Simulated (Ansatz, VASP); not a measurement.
# Cross-check of LaMoP2N between VASP and Ansatz, part 2 of 2

Aim: how closely do two programs agree when they are given the same cell, functional and k mesh? The cell is invented: As first built, before any earlier steps moved the atoms (in the runner's words): it takes the LaMoN3 structure with some of its atoms replaced by other elements, volume scaled by an estimate. It may not be a known or stable phase. The cell is taken from a series of VASP runs on this material, whose earlier steps may have relaxed, scaled or displaced it; both programs get it as it stands.

VASP 6.6.1 and Ansatz 0.2.0.

So far: The structure; VASP: relaxation of cell and atoms, PBEsol.

### Step 3. Ansatz: relaxation of cell and atoms, PBEsol

Level of this step: Ansatz beside VASP: Kohn-Sham DFT, plane waves, PBEsol (Ansatz).

Ansatz runs on its default PAW (the set named soft_2) files.

The same cell, functional, mesh and smearing now go to Ansatz, which takes its cutoff from its data sets.

The input, input.yaml:

```yaml
crystal:
  lattice:
    - [4.8148504843, 0.4995944202, 0.0231541728]
    - [0.4610181696, 4.6199177609, 0.0064853225]
    - [-0.038116507, -0.0016126788, 3.8976510867]
  atoms:
    - { symbol: La, position: [0.6107034184, 0.5367998904, 0.2504286813] }
    - { symbol: Mo, position: [0.9602100926, 0.9642062882, 0.7672051884] }
    - { symbol: P, position: [0.0954679843, 0.4457007369, 0.7461280049] }
    - { symbol: P, position: [0.4358259115, 0.064840888, 0.7252512437] }
    - { symbol: "N", position: [0.9076525933, 0.9881931966, 0.2448408817] }
hamiltonian:
  xc: pbesol
  pseudopotentials: { kind: paw }
kpoints:
  mp_grid: { grid: [4, 4, 5] }
scf:
  occupations: { method: gaussian, width: 0.05 }
relax:
  f_tol: 0.01
  max_steps: 60
  cell: { stress_tol: 0.05 }
output:
  forces: true
  stress: true
```

On the command line:

```console
> ansatz run input.yaml --threads 4 --pin off --max-ram 9216MiB --backend cpu --events-out ev --progress --plain --runs-dir out
```

Numbers of over 12 decimals in the logs are rounded to 6 here.

Output:

```text
Engine: ansatz 0.2.0, aarch64-unknown-linux-gnu
Pseudopotentials: kind: paw
Pseudopotential: La, paw, valence charge 11, recommended cutoff 420 eV (normal), La.paw.azcp
Pseudopotential: Mo, paw, valence charge 14, recommended cutoff 420 eV (normal), Mo.paw.azcp
Pseudopotential: P, paw, valence charge 5, recommended cutoff 420 eV (normal), P.paw.azcp
Pseudopotential: N, paw, valence charge 5, recommended cutoff 420 eV (normal), N.paw.azcp
Functional definition: PBEsol
  exchange = pbesol_x
  correlation = pbesol_c
Crystal: 5 atoms, lattice volume = 85.806 Å³
Basis set: ecut = 420 eV, 1659 PW (Γ), exchange–correlation on 72×64×54 points (8 copies of the dense FFT grid, shifted against one another)
Bands: 25, of which v1, the nominal top of the filled ones, is band 20 counted from 1 (19 counted from 0)
Symmetry: 1 space group operations
Space group: P1 (ITA 1), of the structure as read, at distance tolerance 4.4e-5 Å
k-points: 42 of 80 (time reversal used)
Non-local potential: La, projectors of the file, l = 0: 3, l = 1: 2, l = 2: 2, l = 3: 3
Non-local potential: Mo, projectors of the file, l = 0: 3, l = 1: 2, l = 2: 2, l = 3: 1
Non-local potential: P, projectors of the file, l = 0: 2, l = 1: 2, l = 2: 2
Non-local potential: N, projectors of the file, l = 0: 2, l = 1: 2, l = 2: 1
PAW form: soft (Blöchl's): semilocal exchange-correlation on the pseudo side does not see the compensation charge
PAW frozen core: La, regenerated for the run's functional, and the local potential with it (the file was generated under x = pbe(κ = 0.804, μ = 0.219515), c = pbe(β = 0.066725))
PAW frozen core: Mo, regenerated for the run's functional, and the local potential with it (the file was generated under x = pbe(κ = 0.804, μ = 0.219515), c = pbe(β = 0.066725))
PAW frozen core: P, regenerated for the run's functional, and the local potential with it (the file was generated under x = pbe(κ = 0.804, μ = 0.219515), c = pbe(β = 0.066725))
PAW frozen core: N, regenerated for the run's functional, and the local potential with it (the file was generated under x = pbe(κ = 0.804, μ = 0.219515), c = pbe(β = 0.066725))
PAW one-centre angular grid: La, 590 points (default); XC on 64 Gauss nodes
PAW one-centre angular grid: Mo, 590 points (default); XC on 64 Gauss nodes
PAW one-centre angular grid: P, 110 points (default); XC on 64 Gauss nodes
PAW one-centre angular grid: N, 110 points (default); XC on 64 Gauss nodes
Initial density: superposition of atomic densities (neutral atoms: chi_scale 0, normalization atom), corrected by the library's trained network
Initial wavefunctions: pseudopotential atomic-orbital guess
Functional: x = pbesol(κ = 0.804, μ = 0.123457), c = pbesol(β = 0.046)
SCF iter   1: F=—  HF=-12921.249402 eV  |F-HF|=—  |Δ(HF+E_count)|=         —  Δρ=1.09e-2  dr2=1.42e-1  ethr=1.77e-3  ⟨swp⟩=6.5  Hψ=5237  notcnv=0
preconditioner: auto → Kerker (q_TF=auto, 2.402 Å⁻¹)  [metal: Δε(μ)=0.039 eV  Ē_g=9.177 eV  σ=0.050 eV  W_gap=0.39  n_scr=22 (ndim 8)  ℏωp=22.0 eV  f_vac=0.000  D(μ)=0.78/eV (n_scr^D=0)]
SCF iter   2: F=—  HF=-12921.226031 eV  |F-HF|=—  |Δ(HF+E_count)|=   2.34e-2  Δρ=5.29e-3  dr2=3.10e-2  ethr=3.54e-4  ⟨swp⟩=2.6  Hψ=1618  notcnv=0  defer=30
preconditioner: auto → Resta (q_TF=auto, 2.402 Å⁻¹)  ε∞=6.7  [insulator: Δε(μ)=0.244 eV  Ē_g=9.201 eV  σ=0.050 eV  W_gap=0.64  n_scr=22 (ndim 8)  ℏωp=22.0 eV  f_vac=0.000  D(μ)=0.85/eV (n_scr^D=2)  ε∞_Penn≈6.7]
SCF iter   3: F=—  HF=-12921.219519 eV  |F-HF|=—  |Δ(HF+E_count)|=   6.51e-3  Δρ=9.95e-4  dr2=1.22e-3  ethr=7.75e-5  ⟨swp⟩=2.3  Hψ=1647  notcnv=0  defer=30
SCF iter   4: F=—  HF=-12921.219384 eV  |F-HF|=—  |Δ(HF+E_count)|=   1.36e-4  Δρ=2.59e-4  dr2=9.75e-5  ethr=3.06e-6  ⟨swp⟩=2.2  Hψ=1604  notcnv=0  defer=30
SCF iter   5: F=—  HF=-12921.219374 eV  |F-HF|=—  |Δ(HF+E_count)|=   9.83e-6  Δρ=8.16e-5  dr2=7.86e-6  ethr=2.44e-7  ⟨swp⟩=2.1  Hψ=1560  notcnv=0  defer=30
SCF iter   6: F=—  HF=-12921.219373 eV  |F-HF|=—  |Δ(HF+E_count)|=   4.21e-7  Δρ=1.89e-5  dr2=4.02e-7  ethr=1.96e-8  ⟨swp⟩=2.0  Hψ=1550  notcnv=0  defer=30
SCF iter   7: F=-12921.219373 eV  HF=-12921.219373 eV  |F-HF|=2.95e-10  |Δ(HF+E_count)|=   5.54e-9  Δρ=3.11e-6  dr2=8.61e-9  ethr=2.50e-10  ⟨swp⟩=5.1  Hψ=4307  notcnv=0
SCF 1 converged in 7 iterations: F = -12921.219373 eV  dr2 = 8.61e-9
  greatest PAW one-centre occupation: 0.999 electrons in one spin orbital (limit 2), on the Mo atom at site 1 (counted from 0), in its partial waves of l = 0
relax step   1: F+E_penalty+E_count = -12921.21937331 eV  Δ(F+E_penalty+E_count) = +0.000e0 eV  max|allowed force component| = 8.272e-2 eV/Å  Δτ_max = 0.0000 Å  P = +0.046 GPa  Ω = 85.806 Å³  (7 SCF iters, dr2 threshold 1.00e-7 eV, accepted)
[... from here on, the SCF cycles and remarks between the steps are left out ...]
relax step   2: F+E_penalty+E_count = -12921.22060339 eV  Δ(F+E_penalty+E_count) = -1.230e-3 eV  max|allowed force component| = 1.020e-1 eV/Å  Δτ_max = 0.0134 Å  P = +0.004 GPa  Ω = 85.854 Å³  energy of the carried Pulay correction = -3.760e-5 eV  (6 SCF iters, dr2 threshold 5.00e-7 eV, accepted)
relax step   3: F+E_penalty+E_count = -12921.22171632 eV  Δ(F+E_penalty+E_count) = -1.113e-3 eV  max|allowed force component| = 1.007e-1 eV/Å  Δτ_max = 0.0106 Å  P = -0.081 GPa  Ω = 85.873 Å³  energy of the carried Pulay correction = -5.278e-5 eV  (6 SCF iters, dr2 threshold 5.00e-7 eV, accepted)
relax step   4: F+E_penalty+E_count = -12921.22257941 eV  Δ(F+E_penalty+E_count) = -8.631e-4 eV  max|allowed force component| = 8.974e-2 eV/Å  Δτ_max = 0.0063 Å  P = +0.020 GPa  Ω = 85.823 Å³  energy of the carried Pulay correction = -1.295e-5 eV  (6 SCF iters, dr2 threshold 5.00e-7 eV, accepted)
relax step   5: F+E_penalty+E_count = -12921.22457844 eV  Δ(F+E_penalty+E_count) = -1.999e-3 eV  max|allowed force component| = 5.671e-2 eV/Å  Δτ_max = 0.0239 Å  P = -0.031 GPa  Ω = 85.922 Å³  energy of the carried Pulay correction = -9.191e-5 eV  (6 SCF iters, dr2 threshold 5.00e-7 eV, accepted)
relax step   6: F+E_penalty+E_count = -12921.22549849 eV  Δ(F+E_penalty+E_count) = -9.200e-4 eV  max|allowed force component| = 5.148e-2 eV/Å  Δτ_max = 0.0155 Å  P = +0.160 GPa  Ω = 85.918 Å³  energy of the carried Pulay correction = -8.872e-5 eV  (6 SCF iters, dr2 threshold 2.25e-7 eV, accepted)
relax step   7: F+E_penalty+E_count = -12921.22592137 eV  Δ(F+E_penalty+E_count) = -4.229e-4 eV  max|allowed force component| = 3.167e-2 eV/Å  Δτ_max = 0.0108 Å  P = +0.037 GPa  Ω = 86.045 Å³  energy of the carried Pulay correction = -1.894e-4 eV  (6 SCF iters, dr2 threshold 4.67e-7 eV, accepted)
relax step   8: F+E_penalty+E_count = -12921.22589754 eV  Δ(F+E_penalty+E_count) = +2.382e-5 eV  max|allowed force component| = 3.130e-2 eV/Å  Δτ_max = 0.0086 Å  P = -0.006 GPa  Ω = 86.095 Å³  energy of the carried Pulay correction = -2.293e-4 eV  (6 SCF iters, dr2 threshold 6.27e-8 eV, accepted)
relax step   9: F+E_penalty+E_count = -12921.22599571 eV  Δ(F+E_penalty+E_count) = -9.816e-5 eV  max|allowed force component| = 9.342e-3 eV/Å  Δτ_max = 0.0041 Å  P = -0.047 GPa  Ω = 86.134 Å³  energy of the carried Pulay correction = -2.601e-4 eV  (6 SCF iters, dr2 threshold 6.12e-8 eV, accepted)
relax step  10: F+E_penalty+E_count = -12921.22605534 eV  Δ(F+E_penalty+E_count) = -5.964e-5 eV  max|allowed force component| = 4.524e-3 eV/Å  Δτ_max = 0.0025 Å  P = -0.005 GPa  Ω = 86.100 Å³  energy of the carried Pulay correction = -2.333e-4 eV  (6 SCF iters, dr2 threshold 2.21e-8 eV, accepted)
relax step  11: F+E_penalty+E_count = -12921.22644868 eV  Δ(F+E_penalty+E_count) = -3.933e-4 eV  max|allowed force component| = 4.502e-3 eV/Å  Δτ_max = 0.0000 Å  P = +0.001 GPa  Ω = 86.100 Å³  stress off target by 3.57e-2 GPa  SCF on the basis re-selected at this cell (its energy is not comparable with the rows above)  (6 SCF iters)
basis re-selected at this cell: Δ(F+E_penalty+E_count) = -3.933e-4 eV, ΔP = +0.006 GPa vs the last step (what re-selecting the basis moved, of the pressure what is left beyond the Pulay correction that the steps carried, after the strain that the cell walked since its last selection, with what the two solves' SCF thresholds leave and, on support functions, any second-order correction that the steps lacked; it is no m [...]
SCF converged after 6 iterations
Free energy (F): -12921.226449 eV
Harris-Foulkes:  -12921.226449 eV  (|F-HF|=1.82e-12)
Internal energy: -12921.225429 eV  (E = F + TS)
E sigma→0 (E₀):  -12921.225939 eV
Entropy (-TS):   -0.001020 eV (-0.204 meV/atom)
Fermi energy:    12.743066 eV
--- Per-component energies (eV) ---
  E_band       = -120.052231
  E_kinetic    = 906.685523
  E_local      = -1978.545459  (includes V_loc(G=0)·N_el)
  E_nonlocal   = 356.944122
  E_hartree    = 707.995555
  E_xc         = -504.255749
  E_vxc        = -575.711493  (∫ρ·V_xc dr)
  E_paw        = -9704.015996  (= ΣΔE_a)
  E_vpaw       = -245.416186  (= ΣTr[D̂ρ^β])
  E_aug_tail   = 0.000148  (compensation charges beyond the density's cutoff)
  E_ewald      = -2706.532672
  E_core_change = 0.499100  (= ΣΔE_core)
  E_smearing   = -0.001020  (= −TS)
  E_closure    = -0.000000  (closes the sum)
  Σ components = -12921.226449   (vs F -12921.226449, Δ=0.00e0)
--- Forces (eV/Å), atoms counted from 1 ---
  atom   1  La    -0.00051986    -0.00024417     0.00354690
  atom   2  Mo     0.00244830     0.00353037     0.00039542
  atom   3  P      0.00187169    -0.00255248    -0.00186549
  atom   4  P     -0.00450199     0.00036805     0.00061950
  atom   5  N      0.00070178    -0.00110171    -0.00269631
  max |Σ_I F_I| component: 8.12e-8 eV/Å
--- Stress (GPa, compression-positive) ---
       -0.027695       0.016292       0.001765
        0.016292      -0.002235      -0.000843
        0.001765      -0.000843       0.034211
  P = ⅓ Tr σ = 0.0014 GPa (0.014 kbar)
--- Relaxed structure (10 steps of the walk, 10 accepted, 1 SCFs on fresh bases) ---
  F+E_penalty+E_count = -12921.22644868 eV   max|allowed force component| = 4.502e-3 eV/Å   (the final SCF, on the basis selected at the relaxed cell)
  cell:  # Å, volume = 86.0999 Å³
    - [4.771071, 0.539276, 0.021689]
    - [0.492626, 4.641955, 0.00366343]
    - [-0.038875, -0.00423816, 3.934660]
  atoms:
    - { symbol: La, position: [0.601622, 0.541301, 0.252807] }
    - { symbol: Mo, position: [0.960254, 0.963896, 0.781058] }
    - { symbol: P, position: [0.089775, 0.445627, 0.742519] }
    - { symbol: P, position: [0.438165, 0.064469, 0.711254] }
    - { symbol: N, position: [0.920043, 0.984448, 0.246216] }
```

Elapsed: 23 s, on 4 threads of Arm Neoverse V2, shared host; peak memory 0.45 GiB.

### Step 4. Side by side

Known differences besides the potentials themselves: both relaxations stop at a tolerance, which leaves soft axes loose, and VASP keeps its plane-wave basis; the cutoff is 420 eV in Ansatz and 520 eV in VASP; Ansatz makes its cores anew for this functional, VASP keeps those of its PBE data sets; VASP leaves aspherical gradient terms in its spheres out (LASPH is not set), Ansatz keeps them; Ansatz adds a Pulay correction to the stress that steers its cell, VASP none. Total energies have different zeros and are not compared.

The two programs side by side:

```csv
quantity,Ansatz,VASP,difference
volume (Å³),86.10,86.09,+0.01 %
"edge a after relaxation, in the typed setting (Å)",4.801,4.808,-0.14 %
"edge b after relaxation, in the typed setting (Å)",4.668,4.664,+0.08 %
"edge c after relaxation, in the typed setting (Å)",3.935,3.930,+0.12 %
```

The walks stopped with 0.00 GPa left in Ansatz and 0.02 GPa in VASP; each walk ends within a tolerance, so the volume difference is uncertain by about these residues over the bulk modulus, most in soft cells.

### Step 5. Outcome

| Item | Value |
| --- | --- |
| difference in edge a after relaxation, in the typed setting (relaxation of cell and atoms, PBEsol) | -0.14 % |

In words: The difference in edge a after relaxation, in the typed setting is -0.14 % (relaxation of cell and atoms, PBEsol), within the 1.2 % picked in this series as the mark of a large difference, as far as the stopping tolerances let one tell. Such differences can come from data sets, numerical settings and the points named under the comparisons, not from the functional's error against experiment.

[Lines on the potential files, build, host, timing and source positions are cut from VASP's logs without a mark.]

[Logs are printed without paths, hosts, clocks, repeated set-up lines and the standing remarks that a program may print on its own settings, such as how far it seeks lower states.]

[Hosts, paths, dates, database ids (printed as entryN), source tags and the programs' standing remarks are cut or masked in the printed files.]
